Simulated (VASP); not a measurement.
# Sr2SO (P4/mmm) in VASP: further runs

The runs below take Sr2SO through band structure, with PBEsol.

Everything below comes from runs of VASP 6.6.1. Logs are shortened: lines on timing, memory, paths and dates and some standing lists are left out, and cuts for length are marked.

## 1. Starting point

The structure is tetragonal, space group P4/mmm (No. 123). The conventional cell has a = 4.043 Å, b = 4.043 Å, c = 5.718 Å, α = 90.00°, β = 90.00°, γ = 90.00°. Sr (site symmetry 4/mmm) is surrounded by 2 O at 2.86 Å and 4 S at 2.86 Å. Sr (site symmetry 4/mmm) has 2 S at 2.86 Å and 4 O at 2.86 Å as nearest neighbours. S (site symmetry 4/mmm) has 6 Sr at 2.86 Å as nearest neighbours. Around O (site symmetry 4/mmm) lie 6 Sr at 2.86 Å.

The cell comes from a database or a generator and needn't be the stable form of this composition.

## 2. Band structure, PBEsol

INCAR reads:

```
ALGO     = Fast           # electronic algorithm
EDIFF    = 1E-6           # SCF threshold, eV
ENCUT    = 520            # plane-wave cutoff, eV
GGA      = PS             # functional
ISIF     = 2              # what is computed and relaxed
ISMEAR   = -1             # smearing method
LASPH    = T              # aspherical terms in the spheres
LCHARG   = F              # write CHGCAR
LREAL    = F              # projectors in reciprocal space
LWAVE    = F              # write WAVECAR
NELM     = 80             # most SCF steps
PREC     = Accurate       # precision mode
SIGMA    = 0.05           # smearing width, eV
```

KPOINTS reads:

```
k-points
0
Gamma
  5 5 4
```

POSCAR reads:

```
Sr2SO
1.0
    4.0432370000      0.0000000000      0.0000000000
    0.0000000000      4.0432370000      0.0000000000
    0.0000000000      0.0000000000      5.7180000000
Sr S O
2 1 1
Direct
    0.5000000000      0.5000000000      0.5000000000
    0.0000000000      0.0000000000      0.0000000000
    0.0000000000      0.0000000000      0.5000000000
    0.5000000000      0.5000000000      0.0000000000
```

KPOINTS_OPT reads:

```
path GXMGZRAZ,XR,MA
15
line-mode
reciprocal
 0.0000000000  0.0000000000  0.0000000000  G
 0.0000000000  0.5000000000  0.0000000000  X

 0.0000000000  0.5000000000  0.0000000000  X
 0.5000000000  0.5000000000  0.0000000000  M

 0.5000000000  0.5000000000  0.0000000000  M
 0.0000000000  0.0000000000  0.0000000000  G

 0.0000000000  0.0000000000  0.0000000000  G
 0.0000000000  0.0000000000  0.5000000000  Z

 0.0000000000  0.0000000000  0.5000000000  Z
 0.0000000000  0.5000000000  0.5000000000  R

 0.0000000000  0.5000000000  0.5000000000  R
 0.5000000000  0.5000000000  0.5000000000  A

 0.5000000000  0.5000000000  0.5000000000  A
 0.0000000000  0.0000000000  0.5000000000  Z

 0.0000000000  0.5000000000  0.0000000000  X
 0.0000000000  0.5000000000  0.5000000000  R

 0.5000000000  0.5000000000  0.0000000000  M
 0.5000000000  0.5000000000  0.5000000000  A
```

Potentials or basis: VASP PAW PBE potentials, release 64 (Sr_sv, S, O).

Command:

```console
> cat potpaw_PBE.64/Sr_sv/POTCAR potpaw_PBE.64/S/POTCAR potpaw_PBE.64/O/POTCAR > POTCAR
> mpirun -np 1 vasp_std > vasp.out
```

OUTCAR:

```text
EDIFF = 1E-6
   ENCUT = 520
   GGA = PS
   ISIF = 2
   ISMEAR = -1
   LASPH = T
   LREAL = F
   NELM = 80
   PREC = Accurate

 ion  position               nearest neighbor table
   1  0.500  0.500  0.500-   4 2.86   4 2.86   3 2.86   3 2.86   3 2.86   3 2.86   2 4.04   2 4.04
                             2 4.04   2 4.04   2 4.04   2 4.04   2 4.04   2 4.04
   2  0.000  0.000  0.000-   3 2.86   3 2.86   4 2.86   4 2.86   4 2.86   4 2.86   1 4.04   1 4.04
                             1 4.04   1 4.04   1 4.04   1 4.04   1 4.04   1 4.04
   3  0.000  0.000  0.500-   2 2.86   2 2.86   1 2.86   1 2.86   1 2.86   1 2.86
   4  0.500  0.500  0.000-   1 2.86   1 2.86   2 2.86   2 2.86   2 2.86   2 2.86

  LATTYP: Found a simple tetragonal cell.
 ALAT       =     4.0432370000
 C/A-ratio  =     1.4142134137

  Lattice vectors:

 A1 = (   4.0432370000,   0.0000000000,   0.0000000000)
 A2 = (   0.0000000000,   4.0432370000,   0.0000000000)
 A3 = (   0.0000000000,   0.0000000000,   5.7180000000)

Analysis of symmetry for initial positions (statically):
=====================================================================
 Subroutine PRICEL returns:
 Original cell was already a primitive cell.

 Routine SETGRP: Setting up the symmetry group for a
 simple tetragonal supercell.

 Subroutine GETGRP returns: Found 16 space group operations
 (whereof 16 operations were pure point group operations)
 out of a pool of 16 trial point group operations.

The static configuration has the point symmetry D_4h.

Analysis of symmetry for dynamics (positions and initial velocities):
=====================================================================
 Subroutine PRICEL returns:
 Original cell was already a primitive cell.

 Routine SETGRP: Setting up the symmetry group for a
 simple tetragonal supercell.

 Subroutine GETGRP returns: Found 16 space group operations
 (whereof 16 operations were pure point group operations)
 out of a pool of 16 trial point group operations.

The dynamic configuration has the point symmetry D_4h.

 Subroutine INISYM returns: Found 16 space group operations
 (whereof 16 operations are pure point group operations),
 and found     1 'primitive' translations

----------------------------------------------------------------------------------------

                                     Primitive cell

  volume of cell :      93.4765

  direct lattice vectors                    reciprocal lattice vectors
     4.043237000  0.000000000  0.000000000     0.247326585  0.000000000  0.000000000
     0.000000000  4.043237000  0.000000000     0.000000000  0.247326585  0.000000000
     0.000000000  0.000000000  5.718000000     0.000000000  0.000000000  0.174886324

  length of vectors
     4.043237000  4.043237000  5.718000000     0.247326585  0.247326585  0.174886324

  position of ions in fractional coordinates (direct lattice)
     0.500000000  0.500000000  0.500000000
     0.000000000  0.000000000  0.000000000
     0.000000000  0.000000000  0.500000000
     0.500000000  0.500000000  0.000000000

  ion indices of the primitive-cell ions
   primitive index   ion index
                 1           1
                 2           2
                 3           3
                 4           4

----------------------------------------------------------------------------------------

 KPOINTS: k-points

Automatic generation of k-mesh.
 Grid dimensions read from file:
 generate k-points for:    5    5    4

 Generating k-lattice:

  Cartesian coordinates                     Fractional coordinates (reciprocal lattice)
     0.049465317  0.000000000  0.000000000     0.200000000  0.000000000  0.000000000
     0.000000000  0.049465317  0.000000000     0.000000000  0.200000000  0.000000000
     0.000000000  0.000000000  0.043721581     0.000000000  0.000000000  0.250000000

  Length of vectors
     0.049465317  0.049465317  0.043721581

  Shift w.r.t. Gamma in fractional coordinates (k-lattice)
     0.000000000  0.000000000  0.000000000

 Subroutine IBZKPT returns following result:
 ===========================================

 Found     18 irreducible k-points:

 Following reciprocal coordinates:
            Coordinates               Weight
  0.000000  0.000000  0.000000      1.000000
  0.200000  0.000000  0.000000      4.000000
  0.400000  0.000000  0.000000      4.000000
  0.200000  0.200000  0.000000      4.000000
  0.400000  0.200000  0.000000      8.000000
  0.400000  0.400000  0.000000      4.000000
[... 10 lines left out ...]
  0.400000  0.200000  0.500000      8.000000
  0.400000  0.400000  0.500000      4.000000
   k-points           NKPTS =     18   k-points in BZ     NKDIM =     18   number of bands    NBANDS=     20
   number of dos      NEDOS =    301   number of ions     NIONS =      4
   total plane-waves  NPLWV =  43200
   dimension x,y,z NGX =    30 NGY =   30 NGZ =   48
   dimension x,y,z NGXF=    60 NGYF=   60 NGZF=   96
   ions per type =               2   1   1
   NGX,Y,Z   is equivalent  to a cutoff of  12.34, 12.34, 13.96 a.u.
   NGXF,Y,Z  is equivalent  to a cutoff of  24.67, 24.67, 27.91 a.u.
 SYSTEM =  unknown system
   PREC   = accura    normal or accurate (medium, high low for compatibility)
   ISTART =      0    job   : 0-new  1-cont  2-samecut
   ICHARG =      2    charge: 1-file 2-atom 10-const
   ISPIN  =      1    spin polarized calculation?
   LNONCOLLINEAR =      F non collinear calculations
   LSORBIT =      F    spin-orbit coupling
   LASPH  =      T    aspherical Exc in radial PAW
   ENCUT  =  520.0 eV  38.22 Ry    6.18 a.u.   7.52  7.52 10.63*2*pi/ulx,y,z
   NELM   =     80;   NELMIN=  2; NELMDL= -5     # of ELM steps
   EDIFF  = 0.1E-05   stopping-criterion for ELM
   LREAL  =      F    real-space projection
   EDIFFG = 0.1E-04   stopping-criterion for IOM
   NSW    =      0    number of steps for IOM
   IBRION =     -1    ionic relax: 0-MD 1-quasi-New 2-CG
   NFREE  =      0    steps in history (QN), initial steepest desc. (CG)
   ISIF   =      2    stress and relaxation
   ISYM   =      2    0-nonsym 1-usesym 2-fastsym
   POTIM  = 0.5000    time-step for ionic-motion
   TEBEG  =    0.0;   TEEND  =   0.0 temperature during run
   PSTRESS=    0.0 pullay stress
   NELECT =      32.0000    total number of electrons
   NUPDOWN=      -1.0000    fix difference up-down
   EMIN   =  10.00;   EMAX   =-10.00  energy-range for DOS
   EFERMI =   0.00;   METHOD = LEGACY
   ISMEAR =    -1;   SIGMA  =   0.05  broadening in eV -4-tet -1-fermi 0-gaus
   EFERMI_NEDOS =   21; number of points for ismear=-14 and -15
   IALGO  =     68    algorithm
   IMIX   =      4    mixing-type and parameters
     AMIX     =   0.40;   BMIX     =  1.00
     AMIX_MAG =   1.60;   BMIX_MAG =  1.00
  volume/ion in A,a.u.               =      23.37       157.70
  Fermi-wavevector in a.u.,A,eV,Ry     =   1.145225  2.164161 17.844574  1.311539
  Thomas-Fermi vector in A             =   2.281914
   LORBIT       =      0    0 simple, 1 ext, 2 COOP (PROOUT), +10 PAW based schemes
   GGA     = PS    functional components
   LHFCALC =     F    Hartree Fock is set to
   AEXX    =    0.0000 exact exchange contribution
   IVDW    =     0    specifies the selected vdW correction
   LEPSILON=     F    determine dielectric tensor
   LRPA    =     F    only Hartree local field effects (RPA)
 non-spin polarized calculation
 RMM-DIIS sequential band-by-band and
  energy-cutoff  :      520.00
  volume of cell :       93.48
 maximum number of plane-waves:      2566
 NGX is ok and might be reduce to    30
   NGX = 15   NGY = 15   NGZ = 21

 number of electron      31.9999994 magnetization

 Free energy of the ion-electron system (eV)
  ---------------------------------------------------
  ext. energy  EPLUGINS =         0.00000000
  ---------------------------------------------------
  free energy    TOTEN  =       -22.24450302 eV

  energy without entropy =      -22.24450302  energy(sigma->0) =      -22.24450302

 E-fermi :   2.7356     XC(G=0):  -9.3363

 val. band max:        1.6776636957   @ k =   0.0000   0.0000   0.0000
 cond. band min:       3.7971885940   @ k =   0.0000   0.0000   0.0000
 fundamental gap:      2.1195248983
 Fermi energy:         2.7355967882

 k-point     1 :       0.0000    0.0000    0.0000
  band No.  band energies     occupation
      1     -31.7058      2.00000
      2     -31.6288      2.00000
      3     -14.0404      2.00000
      4     -13.7790      2.00000
      5     -13.7790      2.00000
      6     -13.5845      2.00000
[... 12 lines left out ...]
     19       6.2414      0.00000
     20       6.4860      0.00000

 k-point     2 :       0.2000    0.0000    0.0000
  band No.  band energies     occupation
      1     -31.6992      2.00000
      2     -31.6267      2.00000
      3     -14.0035      2.00000
      4     -13.9485      2.00000
      5     -13.8416      2.00000
      6     -13.7525      2.00000
[... 12 lines left out ...]
     19       6.0125      0.00000
     20       6.5271      0.00000

 k-point     3 :       0.4000    0.0000    0.0000
  band No.  band energies     occupation
      1     -31.6883      2.00000
      2     -31.6236      2.00000
      3     -14.1763      2.00000
      4     -14.1366      2.00000
      5     -13.9308      2.00000
      6     -13.7025      2.00000
[... 12 lines left out ...]
     19       6.8850      0.00000
     20       7.4854      0.00000

 k-point     4 :       0.2000    0.2000    0.0000
  band No.  band energies     occupation
      1     -31.6936      2.00000
      2     -31.6239      2.00000
      3     -13.9740      2.00000
      4     -13.9270      2.00000
      5     -13.9072      2.00000
      6     -13.8669      2.00000
[... 291 lines left out ...]
 k-point    17 :       0.4000    0.2000    0.5000
  band No.  band energies     occupation
      1     -31.6835      2.00000
      2     -31.6198      2.00000
      3     -14.3135      2.00000
      4     -14.2374      2.00000
      5     -13.8159      2.00000
      6     -13.7469      2.00000
[... 12 lines left out ...]
     19       7.3475      0.00000
     20       7.5804      0.00000

 k-point    18 :       0.4000    0.4000    0.5000
  band No.  band energies     occupation
      1     -31.6777      2.00000
      2     -31.6126      2.00000
      3     -14.1369      2.00000
      4     -14.0326      2.00000
      5     -13.9485      2.00000
      6     -13.8408      2.00000
[... 12 lines left out ...]
     19       7.2952      0.00000
     20       7.2999      0.00000

------------------------ aborting loop because EDIFF is reached ----------------------------------------

  FORCE on cell =-STRESS in cart. coord.  units (eV):
  Direction    XX          YY          ZZ          XY          YZ          ZX
  --------------------------------------------------------------------------------------
  -------------------------------------------------------------------------------------
  Total       -1.4328091     -1.4328091     -1.3596439      0.0000000      0.0000000     -0.0000000
  in kB      -24.5581913    -24.5581913    -23.3041467      0.0000000      0.0000000     -0.0000000
  external PRESSURE =     -24.1401765 kB  Pullay stress =       0.0000000 kB

 VOLUME and BASIS-vectors are now :
 -----------------------------------------------------------------------------
  energy-cutoff  :      520.00
  volume of cell :       93.48
      direct lattice vectors                 reciprocal lattice vectors
     4.043237000  0.000000000  0.000000000     0.247326585  0.000000000  0.000000000
     0.000000000  4.043237000  0.000000000     0.000000000  0.247326585  0.000000000
     0.000000000  0.000000000  5.718000000     0.000000000  0.000000000  0.174886324

 POSITION                                       TOTAL-FORCE (eV/Angst)
 -----------------------------------------------------------------------------------
      2.02162      2.02162      2.85900         0.000000      0.000000      0.000000
      0.00000      0.00000      0.00000         0.000000      0.000000      0.000000
      0.00000      0.00000      2.85900         0.000000      0.000000      0.000000
      2.02162      2.02162      0.00000         0.000000      0.000000      0.000000
 -----------------------------------------------------------------------------------
    total drift:                                0.000000      0.000000     -0.000000

  FREE ENERGIE OF THE ION-ELECTRON SYSTEM (eV)
  ---------------------------------------------------
  free  energy   TOTEN  =       -22.2445030238 eV

  energy  without entropy=      -22.2445030237  energy(sigma->0) =      -22.24450302
```

It took 69 s on 1 thread of Intel Xeon 6975P-C (Granite Rapids), shared host; peak memory 0.23 GiB.

Results:

- Free energy: -22.2445 eV
- Pressure: -2.4 GPa
- Band gap on the k mesh: 2.12 eV, direct
- Band gap along the path: 2.12 eV, direct

Stress tensor (GPa, compression positive):
```
-2.46  0.00  0.00
 0.00 -2.46  0.00
 0.00  0.00 -2.33
```

Levels at the corners of the path, in eV from the valence-band top:
```
point  band 12  band 13  band 14  band 15  band 16  band 17  band 18  band 19  band 20
    Γ    -0.65    -0.65    -0.04     0.00     0.00     2.12     2.77     4.56     4.56
    X    -1.71    -1.34    -1.23    -0.56    -0.45     4.27     5.27     5.62     5.76
    X    -1.71    -1.34    -1.23    -0.56    -0.45     4.27     5.27     5.60     5.76
    M    -1.50    -0.85    -0.27    -0.27    -0.14     2.31     2.31     5.42     6.35
    M    -1.50    -0.85    -0.27    -0.27    -0.14     2.31     2.31     5.42     6.35
    Γ    -0.65    -0.65    -0.04     0.00     0.00     2.12     2.77     4.56     4.57
    Γ    -0.65    -0.65    -0.04     0.00     0.00     2.12     2.77     4.56     4.57
    Z    -0.95    -0.74    -0.74    -0.11    -0.11     2.49     4.01     4.13     5.07
    Z    -0.95    -0.74    -0.74    -0.11    -0.11     2.49     4.01     4.13     5.07
    R    -2.65    -1.81    -0.99    -0.78    -0.62     5.12     5.50     5.94     6.09
    R    -2.65    -1.81    -0.99    -0.78    -0.62     5.12     5.50     5.94     6.09
    A    -1.58    -1.58    -0.72    -0.57    -0.57     4.10     4.10     5.53     5.53
    A    -1.58    -1.58    -0.72    -0.57    -0.57     4.10     4.10     5.53     5.53
    Z    -0.95    -0.74    -0.74    -0.11    -0.11     2.49     4.01     4.13     5.07
    X    -1.71    -1.34    -1.23    -0.56    -0.45     4.27     5.27     5.60     5.76
    R    -2.65    -1.81    -0.99    -0.78    -0.62     5.12     5.50     5.94     6.09
    M    -1.50    -0.85    -0.27    -0.27    -0.14     2.31     2.31     5.42     6.35
    A    -1.58    -1.58    -0.72    -0.57    -0.57     4.10     4.10     5.53     5.53
```

Caveat: the PAW data sets were made with another functional, which shifts forces and pressure a little.

## 3. Band structure, PBEsol, spin-orbit coupling, no magnetisation

INCAR, as its differences from that of step 2:

```diff
@@ -4,2 +4,3 @@
 GGA      = PS             # functional
+GGA_COMPAT= F            
 ISIF     = 2              # what is computed and relaxed
@@ -8,4 +9,7 @@
 LCHARG   = F              # write CHGCAR
+LORBIT   = 11             # projections on sites
 LREAL    = F              # projectors in reciprocal space
+LSORBIT  = T              # spin-orbit coupling
 LWAVE    = F              # write WAVECAR
+MAGMOM   = 0 0 0 0 0 0 0 0 0 0 0 0 # initial moments
 NELM     = 80             # most SCF steps
```

KPOINTS is that of step 2.

POSCAR is that of step 2.

KPOINTS_OPT is that of step 2.

Potentials or basis: VASP PAW PBE potentials, release 64 (Sr_sv, S, O).

Command:

```console
> cat potpaw_PBE.64/Sr_sv/POTCAR potpaw_PBE.64/S/POTCAR potpaw_PBE.64/O/POTCAR > POTCAR
> mpirun -np 1 vasp_ncl > vasp.out
```

Run time: 6 min. Hardware: 1 thread of Intel Xeon 6975P-C (Granite Rapids), shared host; peak memory 0.46 GiB.

Results (log left out):

* Free energy: -22.4213 eV
* Pressure: -2.4 GPa
* Valence electrons inside the program's atomic spheres: Sr 8.04, 7.97; S 3.81; O 4.84

Stress tensor (GPa, compression positive):
```
-2.46  0.00  0.00
 0.00 -2.46  0.00
 0.00  0.00 -2.34
```

Caveat: the PAW data sets were made with another functional, which shifts forces and pressure a little.

## 4. Band structure, PBEsol

INCAR reads:

```
ALGO = Normal ; EDIFF = 1E-6
ENCUT = 250 ; GGA = PS
ISIF = 2 ; ISMEAR = -1
LASPH = True ; LCHARG = False
LREAL = False ; LWAVE = False
NBANDS = 20 ; NELM = 80
PREC = Accurate ; SIGMA = 0.05
```

KPOINTS is that of step 3.

POSCAR is that of step 3.

KPOINTS_OPT, as its differences from that of step 3:

```diff
@@ -1,3 +1,3 @@
 path GXMGZRAZ,XR,MA
-15
+10
 line-mode
```

Command:

```console
> cat potpaw_PBE.64/Sr_sv/POTCAR potpaw_PBE.64/S/POTCAR potpaw_PBE.64/O/POTCAR > POTCAR
> mpirun -np 1 vasp_std > vasp.out
```

Run time: 15 s. Hardware: 1 thread of Intel Xeon 6975P-C (Granite Rapids), shared host; peak memory 0.14 GiB.

The run converged, but a check on its numbers failed (symmetry, net force, bounds or a known fault of this set-up), so they aren't taken as properties of the crystal.

Caveat: the cutoff lies under the usual one of these potentials, so the numbers hold a large basis-set error; the PAW data sets were made with another functional, which shifts forces and pressure a little.
